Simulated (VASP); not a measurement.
A convergence study with VASP on EuO (rock salt): one setting is varied, all else stays as given below, so the limit is that of these other settings. Each run relaxes cell and ions; the cell shown is the tightest run's result. The basis is that of the starting cell, so low cut-offs carry a Pulay error.

```
CELL_PARAMETERS angstrom
      0.00000     2.48956     2.48956
      2.48956     0.00000     2.48956
      2.48956     2.48956     0.00000
ATOMIC_POSITIONS crystal
  Eu 0.00000 0.00000 0.00000
  O  0.50000 0.50000 0.50000
```

All values below come from PBE GGA, VASP's PBE PAW potentials (set 64) (plane waves; VASP 6.6.1). The tightest run used: 800 eV cut-off, 8×8×8 Γ-centred mesh, Gaussian smearing of 0.050 eV, potentials Eu_2 O.

The 4f electrons are frozen in the core of the lanthanide potential, so 4f levels, which can set the real gap, and their magnetism are missing.

The reference is ENCUT = 800, which took about 50 core-seconds. Costs are core time on shared hosts, one run each; read them as rough ratios.

Problem. Of the settings ENCUT = 250; ENCUT = 300; ENCUT = 350; ENCUT = 400; ENCUT = 450; ENCUT = 500; ENCUT = 550; ENCUT = 600; ENCUT = 650; ENCUT = 700; ENCUT = 750; ENCUT = 800, which is the lowest that keeps the difference from the reference in relaxed volume (Å³/atom) within 0.1 from there on, and what does it cost?

Solution. ENCUT = 450; its cost over the reference is about 1/2.
```csv
setting,difference in relaxed volume (Å³/atom),cost over the reference
ENCUT = 250,2.451,within a factor of 2
ENCUT = 300,1.376,about 1/2
ENCUT = 350,0.621,within a factor of 2
ENCUT = 400,0.203,about 1/2
ENCUT = 450,0.034,about 1/2
ENCUT = 500,0.009,about 1/2
ENCUT = 550,0.022,about 1/2
ENCUT = 600,0.031,within a factor of 2
ENCUT = 650,0.029,within a factor of 2
ENCUT = 700,0.020,within a factor of 2
ENCUT = 750,0.011,within a factor of 2
ENCUT = 800,0.000,reference
```

Left out are rungs that failed or repeat a setting and relaxations that didn't move; long series are thinned to 24 rows.

The compound is EuO in the rock salt structure.
